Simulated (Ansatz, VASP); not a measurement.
## Cross-check of ZrB2 between VASP and Ansatz

Aim: how closely do two programs agree when they are given the same cell, functional and k mesh? The structure shown is the end of the Ansatz relaxation below.

Method: plane waves, with VASP 6.6.1 beside it; single point at PBEsol, in Ansatz 0.2.0.

## 1. Starting point

Symmetry: P6/mmm, No. 191, hexagonal system. The conventional cell has a = 3.125 Å, b = 3.125 Å, c = 3.468 Å, α = 90.00°, β = 90.00°, γ = 120.00°. Zr has 12 B at 2.50 Å nearest. Nearest to B lie 3 B at 1.80 Å and 6 Zr at 2.50 Å. Farther neighbours are not listed.

## 2. Ansatz: relaxation, PBEsol

Ansatz runs on its PAW soft_1 files.

This run makes the geometry at which the two programs are then compared.

Input file input.yaml:

```yaml
crystal:
  lattice:
    - [3.122868932, 0.0, 0.0]
    - [-1.561434466, 2.7044838278, 0.0]
    - [0.0, 0.0, 3.4720026563]
  atoms:
    - { symbol: Zr, position: [0.0, 0.0, 0.0] }
    - { symbol: B, position: [0.3333333333, 0.6666666667, 0.5] }
    - { symbol: B, position: [0.6666666667, 0.3333333333, 0.5] }
kpoints:
  mp_grid: { grid: [15, 15, 12] }
hamiltonian:
  xc: pbesol
  pseudopotentials: { kind: paw, azcp: { folder: soft_1 }, xc_functional: pbe }
scf:
  occupations: { method: methfessel_paxton, width: 0.2 }
  lower_state_search: "off"
output:
  forces: true
  stress: true
  eigenvalues: true
relax:
  adjacent_minimum: "off"
  f_tol: 0.001
  max_steps: 60
  cell: { stress_tol: 0.01, fix: [volume] }
```

Command:

```
ansatz run input.yaml --threads 18 --pin off --max-ram 92160MiB --backend cuda --events-out ev --progress --plain --runs-dir out --max-vram 78GiB
```

Numbers of over 12 decimals in the logs are rounded to 6 here.

What it wrote:

```text
Engine: ansatz 0.2.0, aarch64-unknown-linux-gnu
Pseudopotentials: kind: paw
Pseudopotential: Zr, paw, valence charge 12, recommended cutoff 420 eV (normal), soft_1/Zr.paw.azcp
Pseudopotential: B, paw, valence charge 3, recommended cutoff 420 eV (normal), soft_1/B.paw.azcp
Functional definition: PBEsol
  exchange = pbesol_x
  correlation = pbesol_c
[...]
Crystal: 3 atoms, lattice volume = 29.324 Å³
Basis set: ecut = 420 eV, 563 PW (Γ), exchange–correlation on 48×48×48 points (8 copies of the dense FFT grid, shifted against one another)
Bands: 13, of which v1, the nominal top of the filled ones, is band 9 counted from 1 (8 counted from 0)
Symmetry: 24 space group operations
Space group: P6/mmm (ITA 191), of the structure as read, at distance tolerance 3.1e-5 Å
k-points: 189 of 2700
Non-local potential: Zr, projectors of the file, l = 0: 3, l = 1: 2, l = 2: 2, l = 3: 1
Non-local potential: B, projectors of the file, l = 0: 2, l = 1: 2, l = 2: 1
PAW form: soft (Blöchl's): semilocal exchange-correlation on the pseudo side does not see the compensation charge
PAW frozen core: Zr, regenerated for the run's functional, and the local potential with it (the file was generated under x = pbe(κ = 0.804, μ = 0.219515), c = pbe(β = 0.066725))
PAW frozen core: B, regenerated for the run's functional, and the local potential with it (the file was generated under x = pbe(κ = 0.804, μ = 0.219515), c = pbe(β = 0.066725))
PAW one-centre angular grid: Zr, 590 points (default); XC on 64 Gauss nodes
PAW one-centre angular grid: B, 110 points (default); XC on 64 Gauss nodes
Initial density: superposition of atomic densities (chi_scale 0.1, normalization cell, long waves kept (reshape's long-wave potential 0.00 eV rms))
Initial wavefunctions: pseudopotential atomic-orbital guess
[...]
Functional: x = pbesol(κ = 0.804, μ = 0.123457), c = pbesol(β = 0.046)
SCF iter   1: F=—  HF=-4437.752385 eV  |F-HF|=—  |Δ(HF+E_count)|=         —  Δρ=5.80e-2  dr2=1.78e0  ethr=3.10e-3  ⟨swp⟩=5.0  Hψ=12062  notcnv=0
preconditioner: auto → none  [metal: Δε(μ)=0.025 eV  Ē_g=17.213 eV  σ=0.200 eV  W_gap=0.11  n_scr=8 (ndim 8)  ℏωp=27.4 eV  f_vac=0.000  D(μ)=0.24/eV (n_scr^D=0)  sad-step TF]
SCF iter   2: F=—  HF=-4437.340949 eV  |F-HF|=—  |Δ(HF+E_count)|=   4.11e-1  S|Δr|=    0.00e0  Δρ=2.91e-2  dr2=4.11e-1  ethr=3.10e-3  ⟨swp⟩=2.2  Hψ=4874  notcnv=0
[...]
SCF iter   6: F=-4437.220431 eV  HF=-4437.220431 eV  |F-HF|=5.43e-9  |Δ(HF+E_count)|=   1.21e-7  S|Δr|=    0.00e0  Δρ=6.42e-6  dr2=9.21e-9  ethr=5.56e-10  ⟨swp⟩=5.1  Hψ=13120  notcnv=0
SCF 1 converged in 6 iterations: F = -4437.220431 eV  dr2 = 9.21e-9
  greatest PAW one-centre occupation: 0.996 electrons in one spin orbital (limit 2), on the Zr atom at site 0 (counted from 0), in its partial waves of l = 0
relax step   1: F+E_penalty+E_count = -4437.22043117 eV  Δ(F+E_penalty+E_count) = +0.000e0 eV  max|allowed force component| = 1.419e-16 eV/Å  Δτ_max = 0.0000 Å  P = +8.103 GPa  Ω = 29.324 Å³  fix = [volume]  reactions: volume +8.103 GPa  (6 SCF iters, dr2 threshold 1.00e-7 eV, accepted)
[...]
relax step   2: F+E_penalty+E_count = -4437.22048372 eV  Δ(F+E_penalty+E_count) = -5.255e-5 eV  max|allowed force component| = 1.542e-16 eV/Å  Δτ_max = 0.0000 Å  P = +8.075 GPa  Ω = 29.324 Å³  energy of the carried Pulay correction = -2.331e-6 eV  fix = [volume]  reactions: volume +8.075 GPa  (3 SCF iters, dr2 threshold 3.00e-7 eV, accepted)
[...]
relax step   3: F+E_penalty+E_count = -4437.22049160 eV  Δ(F+E_penalty+E_count) = -7.883e-6 eV  max|allowed force component| = 1.295e-16 eV/Å  Δτ_max = 0.0000 Å  P = +8.082 GPa  Ω = 29.324 Å³  energy of the carried Pulay correction = -1.736e-6 eV  fix = [volume]  reactions: volume +8.082 GPa  (3 SCF iters, dr2 threshold 4.85e-8 eV, accepted)
[...]
relax step   4: F+E_penalty+E_count = -4437.22049425 eV  Δ(F+E_penalty+E_count) = -2.649e-6 eV  max|allowed force component| = 1.110e-16 eV/Å  Δτ_max = 0.0000 Å  P = +8.082 GPa  Ω = 29.324 Å³  fix = [volume]  reactions: volume +8.082 GPa  stress off target by 1.38e-3 GPa on what of the cell is left free  SCF on the basis re-selected at this cell (its energy is not comparable with the rows above)  (4 SCF iters)
basis re-selected at this cell: Δ(F+E_penalty+E_count) = -2.649e-6 eV, ΔP = -0.000 GPa vs the last step (what re-selecting the basis moved, of the pressure what is left beyond the Pulay correction that the steps carried, after the strain that the cell walked since its last selection, with what the two solves' SCF thresholds leave and, on support functions, any second-order correction that the steps lacked; it is no m [...]
SCF converged after 4 iterations
Stability not checked: this state was not tested for a lower state beside it, because cold or Methfessel-Paxton smearing, or corrected tetrahedra, fill the levels in a way that the test cannot read (fill_not_monotonic; see scf.lower_state_search)
Free energy (F): -4437.220494 eV
Harris-Foulkes:  -4437.220494 eV  (|F-HF|=2.73e-12)
Internal energy: -4437.221000 eV  (E = F + TS)
E sigma→0 (E₀):  -4437.220621 eV
Entropy (-TS):   0.000506 eV (0.169 meV/atom)
Fermi energy:    16.426051 eV
--- Per-component energies (eV) ---
  E_band       = -12.451198
  E_kinetic    = 422.351745
  E_local      = -505.265233  (includes V_loc(G=0)·N_el)
  E_nonlocal   = 91.332586
  E_hartree    = 172.475619
  E_xc         = -222.971928
  E_vxc        = -264.825856  (∫ρ·V_xc dr)
  E_paw        = -3060.197791  (= ΣΔE_a)
  E_vpaw       = -100.995648  (= ΣTr[D̂ρ^β])
  E_aug_tail   = -0.000008  (compensation charges beyond the density's cutoff)
  E_ewald      = -1335.141132
  E_core_change = 0.195143  (= ΣΔE_core)
  E_smearing   = 0.000506  (= −TS)
  E_closure    = 0.000000  (closes the sum)
  Σ components = -4437.220494   (vs F -4437.220494, Δ=0.00e0)
--- Forces (eV/Å), atoms counted from 1 ---
  atom   1  Zr     0.00000000    -0.00000000     0.00000000
  atom   2  B     -0.00000000     0.00000000    -0.00000000
  atom   3  B      0.00000000    -0.00000000     0.00000000
  max |Σ_I F_I| component: 3.70e-17 eV/Å
--- Stress (GPa, compression-positive) ---
        8.082638      -0.000000      -0.000000
       -0.000000       8.082638      -0.000000
       -0.000000      -0.000000       8.080574
  P = ⅓ Tr σ = 8.0820 GPa (80.820 kbar)
--- Band table (eV; the first three rows and the last of 189) ---
  k-point 0: bands = [... 5 lower, 13.6962, 13.6962, 13.7264, 14.1880, 20.0520, 20.0520, 20.9137, 20.9137]
  k-point 1: bands = [... 5 lower, 13.0419, 13.7651, 13.7651, 14.8422, 19.4386, 19.4386, 20.6785, 20.6785]
  k-point 2: bands = [... 5 lower, 12.1345, 13.9695, 13.9695, 15.6832, 18.5362, 18.5362, 20.0601, 20.0601]
  k-point 188: bands = [... 5 lower, 7.5189, 11.4990, 13.7655, 13.7655, 20.8311, 22.9648, 22.9648, 23.4446]
--- Relaxed structure (3 steps of the walk, 3 accepted, 1 SCFs on fresh bases) ---
  F+E_penalty+E_count = -4437.22049425 eV   max|allowed force component| = 1.110e-16 eV/Å   (the final SCF, on the basis selected at the relaxed cell)
  cell:  # Å, volume = 29.3237 Å³
    - [3.124605, 0, 0]
    - [-1.562302, 2.705987, 0]
    - [0, 0, 3.468146]
  atoms:
    - { symbol: Zr, position: [0, 0, 0.0] }
    - { symbol: B, position: [0.333333, 0.666667, 0.5] }
    - { symbol: B, position: [0.666667, 0.333333, 0.5] }
```

## 3. VASP: single point, PBEsol, pair 1

The same cell, functional, mesh and smearing now go to VASP, with its own data sets.

Lines of VASP's logs that name or quote its potential files are left out, and so is its time.

Input file INCAR:

```
SYSTEM = ZrB2
PREC = Accurate
ENCUT = 500
EDIFF = 1E-06
NELM = 120
ISMEAR = 1
SIGMA = 0.2
LREAL = .FALSE.
ALGO = Normal
GGA = PS
NBANDS = 15
LASPH = .TRUE.
LORBIT = 11
LWAVE = .FALSE.
LCHARG = .FALSE.
ISIF = 2
GGA_COMPAT = .FALSE.
KPAR = 2
```

Input file POSCAR:

```
ZrB2
1.0
    3.1246048108      0.0000000000      0.0000000000
   -1.5623024054      2.7059871430      0.0000000000
    0.0000000000      0.0000000000      3.4681459754
Zr B
1 2
Direct
    0.0000000000      0.0000000000      0.0000000000
    0.3333333333      0.6666666667      0.5000000000
    0.6666666667      0.3333333333      0.5000000000
```

Input file KPOINTS:

```
Automatic mesh
0
Gamma
15 15 12
0 0 0
```

The projector-augmented-wave data sets are Zr_sv and B (PBE family, release 64).

Command:

```
mpirun -np 2 vasp_std
```

What it wrote:

```text
[banner, memory and clock lines left out]
running    2 mpi-ranks, on    1 nodes
 distrk:  each k-point on    1 cores,    2 groups
 distr:  one band on    1 cores,    1 groups

 POSCAR found type information on POSCAR ZrB
 POSCAR found :  2 types and       3 ions
|                                                                             |
|               ----> ADVICE to this user running VASP <----                  |
|                                                                             |
|     You enforced a specific xc type in the INCAR file but a different       |
|     [... a line on the potential file left out ...]
|     I HOPE YOU KNOW WHAT YOU ARE DOING!                                     |
|                                                                             |

 LDA part: xc-table for (Slater+PW92), standard interpolation
 POSCAR, INCAR and KPOINTS ok, starting setup
 FFT: planning ... GRIDC
 FFT: planning ... GRID_SOFT
 FFT: planning ... GRID
 WAVECAR not read
 entering main loop
       N       E                     dE             d eps       ncg     rms          rms(c)
DAV:   1     0.100647348216E+03    0.10065E+03   -0.94900E+03  5670   0.116E+03
DAV:   2    -0.247399940785E+02   -0.12539E+03   -0.12082E+03  7161   0.301E+02
DAV:   3    -0.289227122002E+02   -0.41827E+01   -0.41630E+01  9132   0.474E+01
DAV:   4    -0.289845285608E+02   -0.61816E-01   -0.61809E-01  6505   0.548E+00
DAV:   5    -0.289859181900E+02   -0.13896E-02   -0.13896E-02  8881   0.572E-01    0.246E+01
DAV:   6    -0.264324213954E+02    0.25535E+01   -0.57821E+00  7099   0.172E+01    0.103E+01
DAV:   7    -0.263804951665E+02    0.51926E-01   -0.72718E-01  8367   0.551E+00    0.356E+00
DAV:   8    -0.263815547879E+02   -0.10596E-02   -0.10885E-01  6871   0.287E+00    0.529E-01
DAV:   9    -0.263774320655E+02    0.41227E-02   -0.21409E-02  7155   0.117E+00    0.196E-01
DAV:  10    -0.263771214643E+02    0.31060E-03   -0.13425E-03  6713   0.354E-01    0.425E-02
DAV:  11    -0.263771230620E+02   -0.15977E-05   -0.69396E-05  8156   0.769E-02    0.133E-02
DAV:  12    -0.263771211812E+02    0.18808E-05   -0.34573E-06  6879   0.130E-02    0.550E-03
DAV:  13    -0.263771210177E+02    0.16343E-06   -0.58766E-07  3354   0.675E-03
   1 F= -.26377121E+02 E0= -.26377289E+02  d E =0.503509E-03
```

OUTCAR, selected parts (step 3):

```text
ion  position               nearest neighbor table
   1  0.000  0.000  0.000-   2 2.50   3 2.50   2 2.50   3 2.50   3 2.50   3 2.50   2 2.50   2 2.50
                             3 2.50   3 2.50   2 2.50   2 2.50
   2  0.333  0.667  0.500-   3 1.80   3 1.80   3 1.80   1 2.50   1 2.50   1 2.50   1 2.50   1 2.50
                             1 2.50
   3  0.667  0.333  0.500-   2 1.80   2 1.80   2 1.80   1 2.50   1 2.50   1 2.50   1 2.50   1 2.50
                             1 2.50

  LATTYP: Found a hexagonal cell.
 ALAT       =     3.1246048108
 C/A-ratio  =     1.1099470766

 Subroutine GETGRP returns: Found 24 space group operations
 (whereof 24 operations were pure point group operations)

The static configuration has the point symmetry D_6h.

 Found    189 irreducible k-points:

   k-points           NKPTS =    189   k-points in BZ     NKDIM =    189   number of bands    NBANDS=     15

   dimension x,y,z NGX =    24 NGY =   24 NGZ =   28
   dimension x,y,z NGXF=    48 NGYF=   48 NGZF=   56

   ENCUT  =  500.0 eV  36.75 Ry    6.06 a.u.   5.70  5.70  6.32*2*pi/ulx,y,z

   NELECT =      18.0000    total number of electrons

 k-points in reciprocal lattice and weights: Automatic mesh
   0.00000000  0.00000000  0.00000000       0.000
   0.06666667 -0.00000000  0.00000000       0.002
   0.13333333  0.00000000  0.00000000       0.002
   0.20000000 -0.00000000  0.00000000       0.002
   0.26666667  0.00000000  0.00000000       0.002
   0.33333333 -0.00000000  0.00000000       0.002
   0.40000000 -0.00000000  0.00000000       0.002
   0.46666667  0.00000000  0.00000000       0.002
   0.06666667  0.06666667  0.00000000       0.002
[...]
0.33333333  0.26666667  0.50000000       0.004
   0.33333333  0.33333333  0.50000000       0.001

 average (electrostatic) potential at core
       1 -71.8324       2 -21.4882       3 -21.4882

 E-fermi :  10.9401

 k-point     1 :       0.0000    0.0000    0.0000
  band No.  band energies     occupation
    ...
      5      -1.9505      2.00000
      6       8.2117      2.00000
      7       8.2117      2.00000
      8       8.2398      2.00000
      9       8.7000      2.00000
     10      14.5701     -0.00000
     11      14.5701     -0.00000
     12      15.4346      0.00000
     13      15.4346      0.00000
     14      16.1264      0.00000
    ...

 k-point     2 :       0.0667   -0.0000    0.0000
  band No.  band energies     occupation
    ...
      5      -1.8564      2.00000
      6       7.9470      2.00000
      7       8.2202      2.00000
      8       8.3311      2.00000
      9       8.5841      2.00000
     10      14.5089     -0.00000
     11      14.7317     -0.00000
     12      14.7586     -0.00000
     13      14.9826      0.00000
     14      16.5279      0.00000
    ...

 k-point     3 :       0.1333    0.0000    0.0000
  band No.  band energies     occupation
    ...
      5      -1.5825      2.00000
      6       7.2749      2.00000
      7       8.2296      2.00000
      8       8.2889      2.00000
      9       8.5637      2.00000
     10      13.8751     -0.00000
     11      14.3422     -0.00000
     12      14.5640     -0.00000
     13      15.0655      0.00000
     14      17.2989      0.00000
    ...

  Total        1.5460244      1.5460244      1.5409648     -0.0000000      0.0000000      0.0000000
  in kB       84.4712118     84.4712118     84.1947676     -0.0000000      0.0000000      0.0000000
  external PRESSURE =      84.3790637 kB  Pullay stress =       0.0000000 kB

  energy-cutoff  :      500.00
  volume of cell :       29.32
      direct lattice vectors                 reciprocal lattice vectors
     3.124604811  0.000000000  0.000000000     0.320040472  0.184775453  0.000000000
    -1.562302405  2.705987143  0.000000000     0.000000000  0.369550906  0.000000000
     0.000000000  0.000000000  3.468145975     0.000000000  0.000000000  0.288338498

 POSITION                                       TOTAL-FORCE (eV/Angst)
 -----------------------------------------------------------------------------------
      0.00000      0.00000      0.00000        -0.000000      0.000000      0.000000
     -0.00000      1.80399      1.73407        -0.000000      0.000000      0.000000
      1.56230      0.90200      1.73407         0.000000     -0.000000      0.000000
 -----------------------------------------------------------------------------------
    total drift:                               -0.000000      0.000000      0.000000

  FREE ENERGIE OF THE ION-ELECTRON SYSTEM (eV)
  ---------------------------------------------------
  free  energy   TOTEN  =       -26.3771210177 eV

  energy  without entropy=      -26.3776245272  energy(sigma->0) =      -26.37728885

 total charge
# of ion       s       p       d       tot
------------------------------------------
    1        2.180   6.041   1.849  10.069
    2        0.673   1.278   0.000   1.952
    3        0.673   1.278   0.000   1.952
--------------------------------------------------
tot          3.526   8.598   1.849  13.972

[... 3 further parts left out ...]
```

The run ends at a pressure of 8.44 GPa.

## 4. Side by side

Known differences besides the potentials themselves: the cutoff is 420 eV in Ansatz and 500 eV in VASP; Ansatz makes its cores anew for this functional, VASP keeps those of its PBE data sets; Ansatz's pressure holds a Pulay correction, VASP's none. Total energies have different zeros and are not compared.

Compared:

```
      quantity  Ansatz  VASP  difference
pressure (GPa)    8.08  8.44       -0.36
```

## 5. Ansatz: relaxation, PBEsol

This run makes the geometry at which the two programs are then compared. The cell compared in this pair holds 29.78 Å³, against 29.32 Å³ for the pair before.

The structure compared here is the end of the Ansatz relaxation.

input.yaml, as its differences from that of step 2:

```diff
@@ -2,5 +2,5 @@
   lattice:
-    - [3.122868932, 0.0, 0.0]
-    - [-1.561434466, 2.7044838278, 0.0]
-    - [0.0, 0.0, 3.4720026563]
+    - [3.1388839245, 0.0, 0.0]
+    - [-1.5694419623, 2.7183532182, 0.0]
+    - [0.0, 0.0, 3.4898081095]
   atoms:
```

Command:

```
ansatz run input.yaml --threads 18 --pin off --max-ram 92160MiB --backend cuda --events-out ev --progress --plain --runs-dir out --max-vram 78GiB
```

What it wrote:

```text
[...]
Crystal: 3 atoms, lattice volume = 29.777 Å³
Basis set: ecut = 420 eV, 563 PW (Γ), exchange–correlation on 48×48×48 points (8 copies of the dense FFT grid, shifted against one another)
Bands: 13, of which v1, the nominal top of the filled ones, is band 9 counted from 1 (8 counted from 0)
Symmetry: 24 space group operations
[...]
--- Relaxed structure (3 steps of the walk, 3 accepted, 1 SCFs on fresh bases) ---
[...]
cell:  # Å, volume = 29.7771 Å³
    - [3.139785, 2.887588642216507e-11, 0.0]
    - [-1.569892, 2.719133, 0.0]
    - [0.0, 0.0, 3.487806]
  atoms:
    - { symbol: Zr, position: [0, 0, 0.0] }
    - { symbol: B, position: [0.333333, 0.666667, 0.5] }
    - { symbol: B, position: [0.666667, 0.333333, 0.5] }
[key lines of the parts left out:]
SCF converged after 4 iterations
Free energy (F): -4437.237368 eV
Fermi energy:    16.168988 eV
P = ⅓ Tr σ = 3.8923 GPa (38.923 kbar)
```

## 6. VASP: single point, PBEsol, pair 2

The same cell, functional, mesh and smearing now go to VASP, with its own data sets.

INCAR is that of step 3.

Input file POSCAR:

```
ZrB2
1.0
    3.1397846831      0.0000000000      0.0000000000
   -1.5698923416      2.7191332979      0.0000000000
    0.0000000000      0.0000000000      3.4878060464
Zr B
1 2
Direct
    0.0000000000      0.0000000000      0.0000000000
    0.3333333333      0.6666666667      0.5000000000
    0.6666666667      0.3333333333      0.5000000000
```

KPOINTS is that of step 3.

Command:

```
mpirun -np 2 vasp_std
```

What it wrote:

```text
[banner, memory and clock lines left out]
running    2 mpi-ranks, on    1 nodes
[...]
[... a notice as in an earlier step ...]

 LDA part: xc-table for (Slater+PW92), standard interpolation
 POSCAR, INCAR and KPOINTS ok, starting setup
[...]
entering main loop
       N       E                     dE             d eps       ncg     rms          rms(c)
DAV:   1     0.101197167025E+03    0.10120E+03   -0.95249E+03  5670   0.116E+03
DAV:   2    -0.247475140746E+02   -0.12594E+03   -0.12112E+03  7140   0.300E+02
DAV:   3    -0.289131976169E+02   -0.41657E+01   -0.41395E+01  9075   0.478E+01
DAV:   4    -0.289818307572E+02   -0.68633E-01   -0.68627E-01  6535   0.559E+00
[...]
DAV:  11    -0.263952604467E+02   -0.30644E-05   -0.67008E-05  7977   0.760E-02    0.128E-02
DAV:  12    -0.263952585867E+02    0.18600E-05   -0.34334E-06  6970   0.129E-02    0.541E-03
DAV:  13    -0.263952584198E+02    0.16684E-06   -0.55760E-07  3342   0.652E-03
   1 F= -.26395258E+02 E0= -.26395429E+02  d E =0.512360E-03
```

[end of part 1 of 2]

[Lines on the potential files, build, host, timing and source positions are cut from VASP's logs without a mark.]

[Logs are printed without paths, hosts, clocks, repeated set-up lines and the standing remarks that a program may print on its own settings, such as how far it seeks lower states.]

[Hosts, paths, dates, database ids (printed as entryN), source tags and the programs' standing remarks are cut or masked in the printed files.]
